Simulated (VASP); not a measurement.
Output of a VASP run:

File OSZICAR:
```
       N       E                     dE             d eps       ncg     rms          rms(c)
DAV:   1     0.929737190338E+02    0.92974E+02   -0.10617E+04  1323   0.275E+03
DAV:   2    -0.684903932250E+01   -0.99823E+02   -0.93352E+02  1370   0.381E+02
DAV:   3    -0.147989107972E+02   -0.79499E+01   -0.78886E+01  1412   0.979E+01
DAV:   4    -0.149414951887E+02   -0.14258E+00   -0.14247E+00  1422   0.141E+01
DAV:   5    -0.149442111133E+02   -0.27159E-02   -0.27158E-02  1387   0.169E+00    0.721E+00
DAV:   6    -0.131545710588E+02    0.17896E+01   -0.51920E+00  1878   0.492E+01    0.262E+00
DAV:   7    -0.131459561120E+02    0.86149E-02   -0.31789E-01  1227   0.730E+00    0.169E+00
DAV:   8    -0.131290894433E+02    0.16867E-01   -0.63310E-02  1457   0.370E+00    0.684E-01
DAV:   9    -0.131250484716E+02    0.40410E-02   -0.18162E-02  1883   0.333E+00    0.163E-01
DAV:  10    -0.131251512663E+02   -0.10279E-03   -0.14643E-03  1438   0.645E-01    0.647E-02
DAV:  11    -0.131251263206E+02    0.24946E-04   -0.15605E-04  1793   0.240E-01    0.101E-02
DAV:  12    -0.131251281829E+02   -0.18622E-05   -0.12268E-05  1418   0.524E-02    0.340E-03
DAV:  13    -0.131251280751E+02    0.10780E-06   -0.47082E-07   651   0.803E-03
   1 F= -.13125128E+02 E0= -.13125128E+02  d E =-.131251E+02
```

File OUTCAR:
```
------------------------ aborting loop because EDIFF is reached ----------------------------------------
  FORCE on cell =-STRESS in cart. coord.  units (eV):
  Direction    XX          YY          ZZ          XY          YZ          ZX
  --------------------------------------------------------------------------------------
  Total       -0.0318513     -0.0318513     -0.0318513      0.0000000     -0.0000000      0.0000000
  in kB       -2.2454872     -2.2454872     -2.2454872      0.0000000     -0.0000000      0.0000000
  external PRESSURE =      -2.2454872 kB  Pullay stress =       0.0000000 kB
  volume of cell :       22.73
      direct lattice vectors                 reciprocal lattice vectors
     0.000000000  2.248186046  2.248186046    -0.222401523  0.222401523  0.222401523
     2.248186046  0.000000000  2.248186046     0.222401523 -0.222401523  0.222401523
     2.248186046  2.248186046  0.000000000     0.222401523  0.222401523 -0.222401523
  FREE ENERGIE OF THE ION-ELECTRON SYSTEM (eV)
  ---------------------------------------------------
  free  energy   TOTEN  =       -13.1251280751 eV

  energy  without entropy=      -13.1251280751  energy(sigma->0) =      -13.12512808

 reached required accuracy - stopping structural energy minimisation
```
(Selected blocks of OUTCAR.)

### POSCAR
```
GaN
1
    0.0000000000     2.2481860463     2.2481860463
    2.2481860463     0.0000000000     2.2481860463
    2.2481860463     2.2481860463     0.0000000000
Ga N
1 1
Direct
  0.0000000000   0.0000000000   0.0000000000
  0.2500000000   0.2500000000   0.2500000000
```

Task: Write an INCAR and KPOINTS that could have produced this output.

Result: Several could match; the one computed here: the input of the run itself, PBEsol GGA, plane waves, VASP's PBE PAW potentials (set 64).

**KPOINTS**
```
Automatic mesh
0
Gamma
10 10 10
0 0 0
```

**INCAR**
```
ALGO = Normal
EDIFF = 1E-6
EDIFFG = -0.02
ENCUT = 620
GGA = PS
IBRION = 2
ISIF = 3
ISMEAR = 0
LASPH = .TRUE.
LCHARG = .FALSE.
LMAXMIX = 4
LREAL = .FALSE.
LWAVE = .FALSE.
NELM = 100
NSW = 40
PREC = Accurate
SIGMA = 0.05
SYSTEM = GaN
```

POTCAR, in this order: Ga_d N (PBE.64 set). Program: vasp_std.

The structure was generated: GaN was put into the zinc blende type (F-43m), which need not be its known phase. It was relaxed first.
